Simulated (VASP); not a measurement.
# K3O3F2 (P1) in VASP: single point with BLYP

Aim: the single point of K3O3F2 with BLYP.

Program: VASP 6.6.1. These are calculated values, not measurements. Logs are shortened: lines on timing, memory, paths and dates and some standing lists are left out, and cuts for length are marked.

**1. The structure**

The typed cell holds 16 atoms: a = 6.885 Å, b = 7.019 Å, c = 6.955 Å, α = 66.43°, β = 65.75°, γ = 64.89°.

The cell was built by a generator and needn't be a form met in nature.

**2. Single point, BLYP**

File INCAR:

```
PREC = Accurate ; ENCUT = 520
EDIFF = 1E-6 ; ISMEAR = -1
SIGMA = 0.1 ; LREAL = Auto
LASPH = True ; NELM = 100
ALGO = Fast ; ISIF = 2
LWAVE = False ; LCHARG = True
GGA = B5 ; ALDAX = 1.0
AGGAX = 1.0 ; AGGAC = 1.0
ALDAC = 0.0 ; LELF = True
LVHAR = True ; NBANDS = 73
```

File KPOINTS:

```
Automatic mesh
0
Gamma
  3 3 3
  0 0.5 0
```

File POSCAR:

```
K3O3F2
1.0
    3.6677840000      2.1816170000      5.4028670000
   -3.7921560000      2.2642810000      5.4548960000
    0.0094030000     -4.3797010000      5.4029370000
O F K
6 4 6
Direct
    0.9213030000      0.7525620000      0.5778010000
    0.5782400000      0.9201790000      0.7517020000
    0.7498930000      0.5778190000      0.9223870000
    0.0782560000      0.2491270000      0.4199740000
    0.4214540000      0.0758080000      0.2544410000
    0.2517670000      0.4233120000      0.0752720000
    0.9984620000      0.9993520000      0.0022240000
    0.5024890000      0.4999690000      0.4986250000
    0.7502910000      0.7496700000      0.7485400000
    0.2485830000      0.2513040000      0.2479490000
    0.3160240000      0.7544580000      0.1827190000
    0.1837590000      0.3171720000      0.7506440000
    0.7584310000      0.1787820000      0.3179520000
    0.6839500000      0.2583400000      0.8087390000
    0.8135550000      0.6803040000      0.2537350000
    0.2497900000      0.8176040000      0.6819400000
```

Potentials or basis: VASP PAW PBE potentials, release 64 (O, F, K_sv).

Started as:

```console
$ cat potpaw_PBE.64/O/POTCAR potpaw_PBE.64/F/POTCAR potpaw_PBE.64/K_sv/POTCAR > POTCAR
$ mpirun -np 1 vasp_std > vasp.out
```

OUTCAR:

```text
PREC = Accurate
   ENCUT = 520
   EDIFF = 1E-6
   ISMEAR = -1
   LREAL = Auto
   LASPH = True
   NELM = 100
   ISIF = 2
   GGA = B5

 ion  position               nearest neighbor table
   1  0.921  0.753  0.578-   9 1.28  13 2.82  12 2.87  16 2.89
   2  0.578  0.920  0.752-   9 1.28  11 2.85
   3  0.750  0.578  0.922-   9 1.32  12 2.81  11 2.82
   4  0.078  0.249  0.420-  10 1.29  15 2.84  13 2.84  16 2.86
   5  0.421  0.076  0.254-  10 1.30  16 2.85
   6  0.252  0.423  0.075-  10 1.32  14 2.81  15 2.83
   7  0.998  0.999  0.002-  13 2.57  11 2.58  16 2.61  14 2.63  12 2.67  15 2.67
   8  0.502  0.500  0.499-  14 2.57  15 2.58  16 2.60  13 2.62  11 2.63  12 2.64
   9  0.750  0.750  0.749-   2 1.28   1 1.28   3 1.32
  10  0.249  0.251  0.248-   4 1.29   5 1.30   6 1.32
  11  0.316  0.754  0.183-   7 2.58   8 2.63   3 2.82   2 2.85  15 3.45  16 3.50  15 3.52  16 3.53
                            13 3.75
  12  0.184  0.317  0.751-   8 2.64   7 2.67   3 2.81   1 2.87  14 3.46  14 3.48  16 3.54  16 3.55

  13  0.758  0.179  0.318-   7 2.57   8 2.62   1 2.82   4 2.84  14 3.47  15 3.53  15 3.55  14 3.58
                            11 3.75
  14  0.684  0.258  0.809-   8 2.57   7 2.63   6 2.81  12 3.46  13 3.47  12 3.48  13 3.58
  15  0.814  0.680  0.254-   8 2.58   7 2.67   6 2.83   4 2.84  11 3.45  11 3.52  13 3.53  13 3.55
                            16 3.81
  16  0.250  0.818  0.682-   8 2.60   7 2.61   5 2.85   4 2.86   1 2.89  11 3.50  11 3.53  12 3.54
                            12 3.55  15 3.81

  Warning from LATTYP: Got some problem with cell dimensions!
  Tried to take original basis but could not verify dimensions!
  LATTYP: Found a triclinic cell.
 ALAT       =    13.1179243648
 B/A-ratio  =     0.5835428391
 C/A-ratio  =     0.7764090497
 COS(alpha) =     0.0007394971
 COS(beta)  =     0.4159055384
 COS(gamma) =     0.8714582987

  Lattice vectors:

 A1 = (  11.2614990000,  -6.7266460000,  -0.1039880000)
 A2 = (   3.8015590000,  -6.6439820000,  -0.0519590000)
 A3 = (   7.4505370000,   4.2970370000,  -5.4549660000)

Analysis of symmetry for initial positions (statically):
=====================================================================
 Subroutine PRICEL returns:
 Original cell was already a primitive cell.

 Routine SETGRP: Setting up the symmetry group for a
 triclinic supercell.

 Subroutine GETGRP returns: Found  1 space group operations
 (whereof  1 operations were pure point group operations)
 out of a pool of  2 trial point group operations.

The static configuration has the point symmetry C_1 .

Analysis of symmetry for dynamics (positions and initial velocities):
=====================================================================
 Subroutine PRICEL returns:
 Original cell was already a primitive cell.

 Routine SETGRP: Setting up the symmetry group for a
 triclinic supercell.

 Subroutine GETGRP returns: Found  1 space group operations
 (whereof  1 operations were pure point group operations)
 out of a pool of  2 trial point group operations.

The dynamic configuration has the point symmetry C_1 .

 Subroutine INISYM returns: Found  1 space group operations
 (whereof  1 operations are pure point group operations),
 and found     1 'primitive' translations

----------------------------------------------------------------------------------------

                                     Primitive cell

  volume of cell :     266.9263

  direct lattice vectors                    reciprocal lattice vectors
     3.667784000  2.181617000  5.402867000     0.135335430  0.076950360  0.062141574
    -3.792156000  2.264281000  5.454896000    -0.132808516  0.074050422  0.060257506
     0.009403000 -4.379701000  5.402937000    -0.001247967 -0.151711914  0.062106760

  length of vectors
     6.884988310  7.018782369  6.955113047     0.167626406  0.163562018  0.163936915

  position of ions in fractional coordinates (direct lattice)
     0.921303000  0.752562000  0.577801000
     0.578240000  0.920179000  0.751702000
     0.749893000  0.577819000  0.922387000
     0.078256000  0.249127000  0.419974000
     0.421454000  0.075808000  0.254441000
     0.251767000  0.423312000  0.075272000
[... 8 lines left out ...]
     0.813555000  0.680304000  0.253735000
     0.249790000  0.817604000  0.681940000

  ion indices of the primitive-cell ions
   primitive index   ion index
                 1           1
                 2           2
                 3           3
                 4           4
                 5           5
                 6           6
[... 8 lines left out ...]
                15          15
                16          16

----------------------------------------------------------------------------------------

 KPOINTS: Automatic mesh

Automatic generation of k-mesh.
 Grid dimensions read from file:
 generate k-points for:    3    3    3

 Generating k-lattice:

  Cartesian coordinates                     Fractional coordinates (reciprocal lattice)
     0.045111810  0.025650120  0.020713858     0.333333333  0.000000000 -0.000000000
    -0.044269505  0.024683474  0.020085835    -0.000000000  0.333333333 -0.000000000
    -0.000415989 -0.050570638  0.020702253    -0.000000000 -0.000000000  0.333333333

  Length of vectors
     0.055875469  0.054520673  0.054645638

  Shift w.r.t. Gamma in fractional coordinates (k-lattice)
     0.000000000  0.500000000  0.000000000

 Subroutine IBZKPT returns following result:
 ===========================================

 Found     14 irreducible k-points:

 Following reciprocal coordinates:
            Coordinates               Weight
  0.000000  0.166667 -0.000000      2.000000
  0.333333  0.166667 -0.000000      2.000000
 -0.333333  0.166667 -0.000000      2.000000
  0.000000  0.500000  0.000000      1.000000
  0.333333  0.500000  0.000000      2.000000
  0.000000  0.166667  0.333333      2.000000
  0.333333  0.166667  0.333333      2.000000
 -0.333333  0.166667  0.333333      2.000000
  0.000000  0.500000  0.333333      2.000000
  0.333333  0.500000  0.333333      2.000000
 -0.333333  0.500000  0.333333      2.000000
 -0.000000 -0.166667  0.333333      2.000000
  0.333333 -0.166667  0.333333      2.000000
 -0.333333 -0.166667  0.333333      2.000000
   k-points           NKPTS =     14   k-points in BZ     NKDIM =     14   number of bands    NBANDS=     73
   number of dos      NEDOS =    301   number of ions     NIONS =     16
   total plane-waves  NPLWV = 157464
   dimension x,y,z NGX =    54 NGY =   54 NGZ =   54
   dimension x,y,z NGXF=   108 NGYF=  108 NGZF=  108
   ions per type =               6   4   6
   NGX,Y,Z   is equivalent  to a cutoff of  13.04, 12.79, 12.91 a.u.
   NGXF,Y,Z  is equivalent  to a cutoff of  26.08, 25.58, 25.81 a.u.
 SYSTEM =  unknown system
   PREC   = accura    normal or accurate (medium, high low for compatibility)
   ISTART =      0    job   : 0-new  1-cont  2-samecut
   ICHARG =      2    charge: 1-file 2-atom 10-const
   ISPIN  =      1    spin polarized calculation?
   LNONCOLLINEAR =      F non collinear calculations
   LSORBIT =      F    spin-orbit coupling
   LASPH  =      T    aspherical Exc in radial PAW
   ENCUT  =  520.0 eV  38.22 Ry    6.18 a.u.  12.80 13.05 12.93*2*pi/ulx,y,z
   NELM   =    100;   NELMIN=  2; NELMDL= -5     # of ELM steps
   EDIFF  = 0.1E-05   stopping-criterion for ELM
   LREAL  =      T    real-space projection
   EDIFFG = 0.1E-04   stopping-criterion for IOM
   NSW    =      0    number of steps for IOM
   IBRION =     -1    ionic relax: 0-MD 1-quasi-New 2-CG
   NFREE  =      0    steps in history (QN), initial steepest desc. (CG)
   ISIF   =      2    stress and relaxation
   ISYM   =      2    0-nonsym 1-usesym 2-fastsym
   POTIM  = 0.5000    time-step for ionic-motion
   TEBEG  =    0.0;   TEEND  =   0.0 temperature during run
   PSTRESS=    0.0 pullay stress
   NELECT =     118.0000    total number of electrons
   NUPDOWN=      -1.0000    fix difference up-down
   EMIN   =  10.00;   EMAX   =-10.00  energy-range for DOS
   EFERMI =   0.00;   METHOD = LEGACY
   ISMEAR =    -1;   SIGMA  =   0.10  broadening in eV -4-tet -1-fermi 0-gaus
   EFERMI_NEDOS =   21; number of points for ismear=-14 and -15
   IALGO  =     68    algorithm
   IMIX   =      4    mixing-type and parameters
     AMIX     =   0.40;   BMIX     =  1.00
     AMIX_MAG =   1.60;   BMIX_MAG =  1.00
  volume/ion in A,a.u.               =      16.68       112.58
  Fermi-wavevector in a.u.,A,eV,Ry     =   1.247111  2.356698 21.160944  1.555286
  Thomas-Fermi vector in A             =   2.381258
   LORBIT       =      0    0 simple, 1 ext, 2 COOP (PROOUT), +10 PAW based schemes
   GGA     = B5    functional components
   LHFCALC =     F    Hartree Fock is set to
   AEXX    =    0.0000 exact exchange contribution
   IVDW    =     0    specifies the selected vdW correction
   LEPSILON=     F    determine dielectric tensor
   LRPA    =     F    only Hartree local field effects (RPA)
 non-spin polarized calculation
 RMM-DIIS sequential band-by-band and
  energy-cutoff  :      520.00
  volume of cell :      266.93
 maximum number of plane-waves:      7204
 NGX is ok and might be reduce to    54
   NGX = 25   NGY = 27   NGZ = 25

 number of electron     118.0000003 magnetization

 Free energy of the ion-electron system (eV)
  ---------------------------------------------------
  ext. energy  EPLUGINS =         0.00000000
  ---------------------------------------------------
  free energy    TOTEN  =       -38.60810966 eV

  energy without entropy =      -38.33538678  energy(sigma->0) =      -38.47174822

 E-fermi :   2.7386     XC(G=0):  -8.4748

 val. band max:        2.7383837405   @ k =   0.3333  -0.1667   0.3333
 cond. band min:       2.7439665681   @ k =   0.3333   0.1667   0.3333
 fundamental gap:      0.0055828276
 Fermi energy:         2.7385541014

 k-point     1 :       0.0000    0.1667   -0.0000
  band No.  band energies     occupation
      1     -32.8878      2.00000
      2     -32.5061      2.00000
      3     -28.2633      2.00000
      4     -28.1971      2.00000
      5     -28.1819      2.00000
      6     -28.1545      2.00000
[... 63 lines left out ...]
     70       7.6781      0.00000
     71       8.1785      0.00000
[... 960 lines left out ...]
     70       7.7272      0.00000
     71       7.7909      0.00000
 [bands above 71 left out]

------------------------ aborting loop because EDIFF is reached ----------------------------------------

  FORCE on cell =-STRESS in cart. coord.  units (eV):
  Direction    XX          YY          ZZ          XY          YZ          ZX
  --------------------------------------------------------------------------------------
  -------------------------------------------------------------------------------------
  Total       66.0693287     67.9869180      3.7512059     -0.4880924      0.4654840      0.4643161
  in kB      396.5693677    408.0793555     22.5159450     -2.9296877      2.7939848      2.7869746
  external PRESSURE =     275.7215561 kB  Pullay stress =       0.0000000 kB

 VOLUME and BASIS-vectors are now :
 -----------------------------------------------------------------------------
  energy-cutoff  :      520.00
  volume of cell :      266.93
      direct lattice vectors                 reciprocal lattice vectors
     3.667784000  2.181617000  5.402867000     0.135335430  0.076950360  0.062141574
    -3.792156000  2.264281000  5.454896000    -0.132808516  0.074050422  0.060257506
     0.009403000 -4.379701000  5.402937000    -0.001247967 -0.151711914  0.062106760

 POSITION                                       TOTAL-FORCE (eV/Angst)
 -----------------------------------------------------------------------------------
      0.53074      1.18335     12.20465         8.094986     14.715047      0.219118
     -1.36153      0.05281     12.20503       -16.654061      0.064513      0.249677
      0.56794     -1.09546     12.18711         8.082962    -14.043376     -0.035095
     -0.65375     -1.10454      4.05086        -8.158735    -14.374957     -0.007985
      1.26072     -0.02327      4.06531        15.937776     -0.356514      0.135727
     -0.68113      1.17809      4.07608        -7.987870     14.103273      0.278777
[... 8 lines left out ...]
      0.40651      2.20398      9.47743         0.105804      0.190992      0.039400
     -2.17789     -0.59046      9.49401        -0.084083      0.059049      0.029896
 -----------------------------------------------------------------------------------
    total drift:                               -0.009136     -0.008699     -0.009547

  FREE ENERGIE OF THE ION-ELECTRON SYSTEM (eV)
  ---------------------------------------------------
  free  energy   TOTEN  =       -38.6081096645 eV

  energy  without entropy=      -38.3353867752  energy(sigma->0) =      -38.47174822
```

Run time: 11 min. Hardware: 1 thread of Intel Xeon 6975P-C (Granite Rapids), shared host; peak memory 0.47 GiB.

Results:

| Item | Value |
| --- | --- |
| Free energy | -38.6081 eV |
| Pressure | 27.6 GPa |
| Largest force | 16.796 eV/Å |
| Band gap on the k mesh | none (metal or under the smearing width) |

Forces in eV/Å, atoms in the order of the input:
```
O     8.095  14.715   0.219
O   -16.654   0.065   0.250
O     8.083 -14.043  -0.035
O    -8.159 -14.375  -0.008
O    15.938  -0.357   0.136
O    -7.988  14.103   0.279
F    -0.008   0.086  -0.040
F    -0.057  -0.035  -0.072
F     0.450  -0.693  -0.413
F     0.271   0.601  -0.338
K     0.168   0.090  -0.052
K    -0.111  -0.008  -0.003
K    -0.070  -0.104  -0.100
K     0.020  -0.296   0.109
K     0.106   0.191   0.039
K    -0.084   0.059   0.030
```

Caveat: so large a pressure means that the cell lies far from this level's equilibrium, or that cutoff or potentials fall short; the potentials were made for another functional, which shifts forces and pressure.
